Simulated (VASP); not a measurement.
The system is Si3Ge.

```
Si Ge
1.0
    -2.76577    2.76577    5.53088
     2.76577   -2.76577    5.53088
     2.76577    2.76577   -5.53088
Si Ge
6 2
Direct
  0.50000 0.50000 0.00000
  0.61688 0.62500 0.49188
  0.13312 0.12500 0.50812
  0.25000 0.75000 0.50000
  0.87500 0.38312 0.00812
  0.37500 0.86688 0.99188
  0.00000 0.00000 0.00000
  0.75000 0.25000 0.50000
```

The cell was built by a generator and needn't be a form met in nature.

Base run:

* Program: VASP 6.6.1
* Functional: PBEsol
* Potentials or basis: VASP PAW PBE potentials, release 64 (Si, Ge_d)
* Cutoff: 520 eV
* k mesh: 8 × 8 × 8
* Occupations: gaussian, width 0.1 eV
* Spin: no spin polarisation

Its results: band gap on the k mesh 0.49 eV, indirect (least direct gap 0.55 eV).

The run is repeated on the same cell with these changes: functional from PBEsol to PBE. What comes out?

Band gap on the k mesh 0.60 eV, indirect (least direct gap 0.67 eV).
